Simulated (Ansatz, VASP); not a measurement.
# Ru (Ruthenium) in two plane-wave programs

Aim: how closely do two programs agree when they are given the same cell, functional and k mesh? The cell is taken from a series of runs on this material, whose earlier steps may have relaxed, scaled, displaced or heated it; both programs get it as it stands.

Main program and level: Ansatz 0.2.0; plane waves, with VASP 6.6.1 beside it; relaxation of cell and atoms at PBE with D4.

**1. Set-up**

It takes space group P6_3/mmc (No. 194, hexagonal). Conventional cell: a = 2.706 Å, b = 2.706 Å, c = 4.282 Å, α = 90.00°, β = 90.00°, γ = 120.00°. Ru has 12 Ru at 2.65 to 2.71 Å nearest.

**2. VASP: relaxation of cell and atoms, PBE with D4**

The relaxed volume is the usual yardstick between codes: in a stiff, nearly cubic crystal its relative difference is about their pressure difference at one cell divided by the bulk modulus.

Lines of VASP's logs that name or quote its potential files are left out, and so is its time.

Contents of INCAR:

```
SYSTEM = Ru
PREC = Accurate
ENCUT = 500
EDIFF = 1E-07
NELM = 120
ISMEAR = -1
SIGMA = 0.1
LREAL = .FALSE.
ALGO = Normal
GGA = PE
IVDW = 13
NBANDS = 20
LASPH = .TRUE.
LORBIT = 11
LWAVE = .FALSE.
LCHARG = .FALSE.
ISIF = 3
IBRION = 2
NSW = 80
EDIFFG = -0.005
GGA_COMPAT = .FALSE.
NELMIN = 4
```

Contents of POSCAR:

```
Ru
1.0
    2.7058000000      0.0000000000      0.0000000000
   -1.3529000000      2.3432920000      0.0000000000
    0.0000000000      0.0000000000      4.2819000000
Ru
2
Direct
    0.6666665955      0.3333331911      0.7500000000
    0.3333331911      0.6666663822      0.2500000000
```

Contents of KPOINTS:

```
Automatic mesh
0
Gamma
17 17 10
0 0 0
```

The projector-augmented-wave data sets are Ru_pv (PBE family, release 64).

Started as:

```
$ mpirun -np 1 vasp_std
```

Numbers of over 12 decimals in the logs are rounded to 6 here.

What it wrote:

```text
[banner, memory and clock lines left out]
running    1 mpi-ranks, on    1 nodes
 distrk:  each k-point on    1 cores,    1 groups
 distr:  one band on    1 cores,    1 groups

 POSCAR found type information on POSCAR Ru
 POSCAR found :  1 types and       2 ions
 LDA part: xc-table for (Slater+PW92), standard interpolation
 POSCAR, INCAR and KPOINTS ok, starting setup
 FFT: planning ... GRIDC
 FFT: planning ... GRID_SOFT
 FFT: planning ... GRID
 WAVECAR not read
 entering main loop
       N       E                     dE             d eps       ncg     rms          rms(c)
DAV:   1     0.282413148914E+03    0.28241E+03   -0.17358E+04  7936   0.151E+03
DAV:   2    -0.138452980237E+02   -0.29626E+03   -0.28804E+03  8152   0.455E+02
DAV:   3    -0.197851174034E+02   -0.59398E+01   -0.58948E+01  9044   0.718E+01
DAV:   4    -0.198308542183E+02   -0.45737E-01   -0.45701E-01 10236   0.596E+00
DAV:   5    -0.198314909289E+02   -0.63671E-03   -0.63513E-03  8916   0.613E-01    0.178E+01
DAV:   6    -0.185744931822E+02    0.12570E+01   -0.29374E+00  8948   0.173E+01    0.480E+00
DAV:   7    -0.184947543548E+02    0.79739E-01   -0.40000E-01  9200   0.501E+00    0.110E+00
DAV:   8    -0.184883164490E+02    0.64379E-02   -0.24052E-02  8784   0.108E+00    0.261E-01
DAV:   9    -0.184880052008E+02    0.31125E-03   -0.14198E-03  9100   0.410E-01    0.337E-02
DAV:  10    -0.184880072103E+02   -0.20095E-05   -0.11823E-04  8896   0.113E-01    0.294E-02
DAV:  11    -0.184880023998E+02    0.48105E-05   -0.16288E-05  9104   0.385E-02    0.119E-03
DAV:  12    -0.184880023811E+02    0.18643E-07   -0.13719E-07  6672   0.350E-03
   1 F= -.19538593E+02 E0= -.19509596E+02  d E =-.195386E+02
[...]
2 F= -.19535558E+02 E0= -.19507085E+02  d E =0.303466E-02
[...]
3 F= -.19539041E+02 E0= -.19510185E+02  d E =-.448367E-03
[...]
4 F= -.19539054E+02 E0= -.19510176E+02  d E =-.128618E-04
 trial-energy change:   -0.000013  1 .order   -0.000012   -0.000089    0.000065
 step:   0.4997(harm=  0.4944)  dis= 0.00000  next Energy=   -19.539068 (dE=-0.262E-04)
 bond charge predicted
       N       E                     dE             d eps       ncg     rms          rms(c)
DAV:   1    -0.184851175960E+02    0.75643E-04   -0.43271E-03  8152   0.546E-01    0.740E-02
DAV:   2    -0.184850091087E+02    0.10849E-03   -0.18302E-04  8148   0.124E-01    0.252E-02
DAV:   3    -0.184849930343E+02    0.16074E-04   -0.41854E-05  8616   0.468E-02    0.795E-03
DAV:   4    -0.184849936714E+02   -0.63709E-06   -0.18877E-06  8936   0.135E-02    0.268E-03
DAV:   5    -0.184849938290E+02   -0.15767E-06   -0.19125E-07  6836   0.400E-03    0.948E-04
DAV:   6    -0.184849938547E+02   -0.25698E-07   -0.44312E-08  4892   0.201E-03
   5 F= -.19539068E+02 E0= -.19510199E+02  d E =-.268277E-04
 curvature:  -0.26 expect dE=-0.391E-08 dE for cont linesearch -0.384E-08
 trial: gam= 0.00000 g(F)=  0.627E-42 g(S)=  0.153E-07 ort =-0.127E-05 (trialstep = 0.782E+00)
 search vector abs. value=  0.154E-07
 reached required accuracy - stopping structural energy minimisation
```

From OUTCAR (step 2):

```text
ion  position               nearest neighbor table
   1  0.667  0.333  0.750-   2 2.65   2 2.65   2 2.65   2 2.65   2 2.65   2 2.65
   2  0.333  0.667  0.250-   1 2.65   1 2.65   1 2.65   1 2.65   1 2.65   1 2.65

  LATTYP: Found a hexagonal cell.
 ALAT       =     2.7058000000
 C/A-ratio  =     1.5824894671

 Subroutine GETGRP returns: Found 24 space group operations
 (whereof 12 operations were pure point group operations)

The static configuration has the point symmetry D_3d.
 The point group associated with its full space group is D_6h.

 Found    198 irreducible k-points:

   k-points           NKPTS =    198   k-points in BZ     NKDIM =    198   number of bands    NBANDS=     20

   dimension x,y,z NGX =    20 NGY =   20 NGZ =   32
   dimension x,y,z NGXF=    40 NGYF=   40 NGZF=   64

   ENCUT  =  500.0 eV  36.75 Ry    6.06 a.u.   4.93  4.93  7.81*2*pi/ulx,y,z

   NELECT =      28.0000    total number of electrons

 k-points in reciprocal lattice and weights: Automatic mesh
   0.00000000  0.00000000  0.00000000       0.000
   0.05882353 -0.00000000  0.00000000       0.002
   0.11764706 -0.00000000  0.00000000       0.002
   0.17647059 -0.00000000  0.00000000       0.002
   0.23529412 -0.00000000  0.00000000       0.002
   0.29411765 -0.00000000  0.00000000       0.002
   0.35294118  0.00000000  0.00000000       0.002
   0.41176471 -0.00000000  0.00000000       0.002
   0.47058824 -0.00000000  0.00000000       0.002
[...]
0.29411765  0.29411765  0.50000000       0.002
   0.35294118  0.29411765  0.50000000       0.002

 average (electrostatic) potential at core
       1 -67.1485       2 -67.1485

 E-fermi :  12.9207

 k-point     1 :       0.0000    0.0000    0.0000
  band No.  band energies     occupation
    ...
     11      10.4937      2.00000
     12      10.9844      2.00000
     13      10.9844      2.00000
     14      11.4943      2.00000
     15      11.4943      2.00000
     16      14.0947      0.00002
     17      14.0947      0.00002
     18      14.2297      0.00000
     19      23.2450      0.00000
     20      23.3186      0.00000

 k-point     2 :       0.0588   -0.0000    0.0000
  band No.  band energies     occupation
    ...
     12      10.9281      2.00000
     13      11.0806      2.00000
     14      11.3685      2.00000
     15      11.4140      2.00000
     16      12.9866      0.68186
     17      14.1454      0.00001
     18      15.5117      0.00000
     19      23.2333      0.00000
     20      23.3186      0.00000

 k-point     3 :       0.1176   -0.0000    0.0000
  band No.  band energies     occupation
    ...
     12      10.8998      2.00000
     13      11.0787      2.00000
     14      11.2024      2.00000
     15      11.3631      2.00000
     16      12.1617      1.99899
     17      14.2719      0.00000
     18      16.9565      0.00000
     19      23.1877      0.00000
     20      23.3186      0.00000

  DFT-D4 for vdW energy calculation

  Edisp (eV):   -1.05407

  Total      -0.00037    -0.00037     0.00061    -0.00000    -0.00000     0.00000
  in kB      -0.02168    -0.02168     0.03585    -0.00000    -0.00000     0.00000
  external pressure =       -0.00 kB  Pullay stress =        0.00 kB

  energy-cutoff  :      500.00
  volume of cell :       27.05
      direct lattice vectors                 reciprocal lattice vectors
     2.704533240 -0.000000000 -0.000000000     0.369749569  0.213474971  0.000000000
    -1.352266620  2.342194953  0.000000000     0.000000000  0.426949942  0.000000000
     0.000000000  0.000000000  4.270951358    -0.000000000 -0.000000000  0.234139871

 POSITION                                       TOTAL-FORCE (eV/Angst)
 -----------------------------------------------------------------------------------
      1.35227      0.78073      3.20321         0.000000     -0.000000     -0.000000
      0.00000      1.56146      1.06774        -0.000000      0.000000      0.000000
 -----------------------------------------------------------------------------------
    total drift:                                0.000000      0.000897     -0.000000

  FREE ENERGIE OF THE ION-ELECTRON SYSTEM (eV)
  ---------------------------------------------------
  free  energy   TOTEN  =       -19.5390683126 eV

  energy  without entropy=      -19.4813290422  energy(sigma->0) =      -19.51019868

 reached required accuracy - stopping structural energy minimisation

 total charge
# of ion       s       p       d       tot
------------------------------------------
    1        0.408   6.316   5.955  12.678
    2        0.408   6.316   5.955  12.678
--------------------------------------------------
tot          0.815  12.631  11.909  25.356

[... 3 further parts left out ...]
```

Dispersion corrections of this kind ignore metallic screening and tend to overbind metals. The run keeps the 24 symmetry operations of its start, so it cannot find a distortion of lower symmetry.

**3. Ansatz: relaxation of cell and atoms, PBE with D4**

Ansatz runs on its default PAW (the set named soft_2) files.

The same cell, functional, mesh and smearing now go to Ansatz, which takes its cutoff from its data sets.

Contents of input.yaml:

```yaml
crystal:
  lattice:
    - [2.7058, 0.0, 0.0]
    - [-1.3529, 2.343291538, 0.0]
    - [0.0, 0.0, 4.2819]
  atoms:
    - { symbol: Ru, position: [0.6666666667, 0.3333333333, 0.75] }
    - { symbol: Ru, position: [0.3333333333, 0.6666666667, 0.25] }
kpoints:
  mp_grid: { grid: [17, 17, 10] }
scf:
  occupations: { method: fermi_dirac, width: 0.1 }
hamiltonian:
  xc: pbe
  pseudopotentials: { kind: paw }
  dispersion: d4
output:
  forces: true
  stress: true
relax:
  f_tol: 0.01
  max_steps: 60
  cell: {}
```

Started as:

```
$ ansatz run input.yaml --threads 1 --pin off --max-ram 2048MiB --backend cpu --events-out ev --progress --plain --runs-dir out
```

What it wrote:

```text
Engine: ansatz 0.2.0, x86_64-unknown-linux-gnu
Pseudopotentials: kind: paw
Pseudopotential: Ru, paw, valence charge 16, recommended cutoff 420 eV (normal), Ru.paw.azcp
Functional definition: PBE
  parameter kappa = 0.804
  parameter beta = 0.066725
  exchange = pbe_x(kappa = kappa, mu = beta*pi^2/3)
  correlation = pbe_c(beta = beta)
Crystal: 2 atoms, lattice volume = 27.149 Å³
Basis set: ecut = 420 eV, 537 PW (Γ), exchange–correlation on 40×40×60 points (8 copies of the dense FFT grid, shifted against one another)
Bands: 20, of which v1, the nominal top of the filled ones, is band 16 counted from 1 (15 counted from 0)
Symmetry: 24 space group operations
Space group: P63/mmc (ITA 194), of the structure as read, at distance tolerance 3.0e-5 Å
k-points: 198 of 2890
Non-local potential: Ru, projectors of the file, l = 0: 3, l = 1: 2, l = 2: 2, l = 3: 1
PAW form: soft (Blöchl's): semilocal exchange-correlation on the pseudo side does not see the compensation charge
PAW one-centre angular grid: Ru, 590 points (default); XC on 64 Gauss nodes
Initial density: superposition of atomic densities (neutral atoms: chi_scale 0, normalization atom), corrected by the library's trained network
Initial wavefunctions: pseudopotential atomic-orbital guess
Functional: x = pbe(κ = 0.804, μ = 0.219515), c = pbe(β = 0.066725)
SCF iter   1: F=—  HF=-11758.444425 eV  |F-HF|=—  |Δ(HF+E_count)|=         —  Δρ=6.46e-3  dr2=2.26e-3  ethr=1.77e-3  ⟨swp⟩=5.0  Hψ=36491  notcnv=0  defer=33
automatic band count: the SCF goes on with 24 bands, as 20 were too few: the levels above may hold too much charge
preconditioner: auto → none  [metal: Δε(μ)=0.006 eV  Ē_g=11.512 eV  σ=0.100 eV  W_gap=0.02  n_scr=8 (ndim 8)  ℏωp=28.5 eV  f_vac=0.000  D(μ)=1.81/eV (n_scr^D=22)  sad-step TF]
SCF iter   2: F=—  HF=-11758.446296 eV  |F-HF|=—  |Δ(HF+E_count)|=   1.87e-3  Δρ=3.78e-3  dr2=8.02e-4  ethr=7.07e-6  ⟨swp⟩=2.0  Hψ=7979  notcnv=0  defer=47
SCF iter   3: F=—  HF=-11758.447383 eV  |F-HF|=—  |Δ(HF+E_count)|=   1.09e-3  Δρ=3.11e-4  dr2=1.10e-5  ethr=2.51e-6  ⟨swp⟩=2.1  Hψ=5960  notcnv=0  defer=47
SCF iter   4: F=—  HF=-11758.447346 eV  |F-HF|=—  |Δ(HF+E_count)|=   3.74e-5  Δρ=1.24e-4  dr2=6.14e-7  ethr=3.43e-8  ⟨swp⟩=2.0  Hψ=7767  notcnv=0  defer=47
iter 5 did not close the SCF: its close was put off for the readings that it lacked (scf_convergence_deferred on its scf_iter line)
SCF iter   5: F=-11758.447347 eV  HF=-11758.447347 eV  |F-HF|=1.09e-7  |Δ(HF+E_count)|=   1.16e-6  Δρ=3.63e-5  dr2=4.84e-8  ethr=1.92e-9  ⟨swp⟩=2.7  Hψ=6324  notcnv=0  defer=47
SCF iter   6: F=-11758.447347 eV  HF=-11758.447347 eV  |F-HF|=6.91e-11  |Δ(HF+E_count)|=   1.14e-7  Δρ=1.91e-6  dr2=2.61e-10  ethr=1.51e-10  ⟨swp⟩=2.7  Hψ=16460  notcnv=0
SCF 1 converged in 6 iterations: F = -11758.447347 eV  dr2 = 2.61e-10
  greatest PAW one-centre occupation: 0.998 electrons in one spin orbital (limit 2), on the Ru atom at site 1 (counted from 0), in its partial waves of l = 0
relax step   1: F+E_penalty+E_count = -11758.44734709 eV  Δ(F+E_penalty+E_count) = +0.000e0 eV  max|allowed force component| = 5.089e-17 eV/Å  Δτ_max = 0.0000 Å  P = -1.103 GPa  Ω = 27.149 Å³  (6 SCF iters, dr2 threshold 1.00e-7 eV, accepted)
[...]
relax step   2: F+E_penalty+E_count = -11758.44749601 eV  Δ(F+E_penalty+E_count) = -1.489e-4 eV  max|allowed force component| = 9.021e-17 eV/Å  Δτ_max = 0.0000 Å  P = +1.151 GPa  Ω = 26.967 Å³  energy of the carried Pulay correction = +8.628e-5 eV  (6 SCF iters, dr2 threshold 2.00e-7 eV, accepted)
[...]
relax step   3: F+E_penalty+E_count = -11758.44782622 eV  Δ(F+E_penalty+E_count) = -3.302e-4 eV  max|allowed force component| = 3.701e-17 eV/Å  Δτ_max = 0.0000 Å  P = -0.011 GPa  Ω = 27.061 Å³  energy of the carried Pulay correction = +4.225e-5 eV  (6 SCF iters, dr2 threshold 2.00e-7 eV, accepted)
[...]
relax step   4: F+E_penalty+E_count = -11758.44778341 eV  Δ(F+E_penalty+E_count) = +4.281e-5 eV  max|allowed force component| = 5.320e-17 eV/Å  Δτ_max = 0.0000 Å  P = -0.008 GPa  Ω = 27.061 Å³  stress off target by 1.02e-2 GPa  SCF on the basis re-selected at this cell (its energy is not comparable with the rows above)  (8 SCF iters)
basis re-selected at this cell: Δ(F+E_penalty+E_count) = +4.281e-5 eV, ΔP = +0.003 GPa vs the last step (what re-selecting the basis moved, of the pressure what is left beyond the Pulay correction that the steps carried, after the strain that the cell walked since its last selection, with what the two solves' SCF thresholds leave and, on support functions, any second-order correction that the steps lacked; it is no m [...]
SCF converged after 8 iterations
Free energy (F): -11758.447783 eV
Harris-Foulkes:  -11758.447783 eV  (|F-HF|=1.82e-12)
Internal energy: -11758.390088 eV  (E = F + TS)
E sigma→0 (E₀):  -11758.418936 eV
Entropy (-TS):   -0.057695 eV (-28.848 meV/atom)
Fermi energy:    23.635814 eV
--- Per-component energies (eV) ---
  E_band       = -103.248841
  E_kinetic    = 1029.145509
  E_local      = -2508.418295  (includes V_loc(G=0)·N_el)
  E_nonlocal   = 685.929982
  E_hartree    = 806.181528
  E_xc         = -381.550145
  E_vxc        = -479.076373  (∫ρ·V_xc dr)
  E_paw        = -6921.387754  (= ΣΔE_a)
  E_vpaw       = -443.192325  (= ΣTr[D̂ρ^β])
  E_aug_tail   = -0.000395  (compensation charges beyond the density's cutoff)
  E_ewald      = -4467.236527
  E_disp       = -1.053993  (pairwise vdW)
  E_smearing   = -0.057695  (= −TS)
  E_closure    = 0.000000  (closes the sum)
  Σ components = -11758.447783   (vs F -11758.447783, Δ=0.00e0)
--- Forces (eV/Å), atoms counted from 1 ---
  atom   1  Ru     0.00000000    -0.00000000     0.00000000
  atom   2  Ru     0.00000000     0.00000000    -0.00000000
  max |Σ_I F_I| component: 1.39e-17 eV/Å
--- Stress (GPa, compression-positive) ---
       -0.007098       0.000000       0.000000
        0.000000      -0.007098       0.000000
        0.000000       0.000000      -0.010195
  P = ⅓ Tr σ = -0.0081 GPa (-0.081 kbar)
--- Relaxed structure (3 steps of the walk, 3 accepted, 1 SCFs on fresh bases) ---
  F+E_penalty+E_count = -11758.44778341 eV   max|allowed force component| = 5.320e-17 eV/Å   (the final SCF, on the basis selected at the relaxed cell)
  cell:  # Å, volume = 27.0607 Å³
    - [2.704763, 0.0, 0]
    - [-1.352382, 2.342394, -1.2504002430966217e-19]
    - [0, -2.2848581640796884e-19, 4.271192]
  atoms:
    - { symbol: Ru, position: [0.666667, 0.333333, 0.750000] }
    - { symbol: Ru, position: [0.333333, 0.666667, 0.250000] }
```

In the SCF lines HF is the Harris–Foulkes energy and dr2 the Hartree energy of the density residual, in eV; the loop may stop once dr2 is under the threshold and the program's other checks hold. Hψ counts applications of the Hamiltonian.

**4. Differences**

Known differences besides the potentials themselves: the data sets hold 32 valence electrons in Ansatz (on its default PAW (the set named soft_2) files) and 28 in VASP; the cutoff is 420 eV in Ansatz and 500 eV in VASP; Ansatz adds a Pulay correction to the stress that steers its cell, VASP none. Total energies have different zeros and are not compared.

The two programs side by side:

| quantity | Ansatz | VASP | difference |
| --- | --- | --- | --- |
| volume (Å³) | 27.06 | 27.05 | +0.02 % |
| edge a after relaxation, in the typed setting (Å) | 2.705 | 2.704 | +0.01 % |
| edge c after relaxation, in the typed setting (Å) | 4.271 | 4.271 | +0.00 % |

**5. Results**

```
difference in volume (relaxation of cell and atoms, PBE with D4) : 0.023 %
```

**Reading.** The difference in volume is 0.023 % (relaxation of cell and atoms, PBE with D4), within the 1.2 % picked in this series as the mark of a large difference, as far as the stopping tolerances let one tell. The data sets hold unlike numbers of valence electrons (32 in Ansatz and 28 in VASP), so part of the differences comes from the potentials. Such differences can come from data sets, numerical settings and the points named under the comparisons, not from the functional's error against experiment.

[Lines on the potential files, build, host, timing and source positions are cut from VASP's logs without a mark.]

[Logs are printed without paths, hosts, clocks, repeated set-up lines and the standing remarks that a program may print on its own settings, such as how far it seeks lower states.]

[Hosts, paths, dates, database ids (printed as entryN), source tags and the programs' standing remarks are cut or masked in the printed files.]
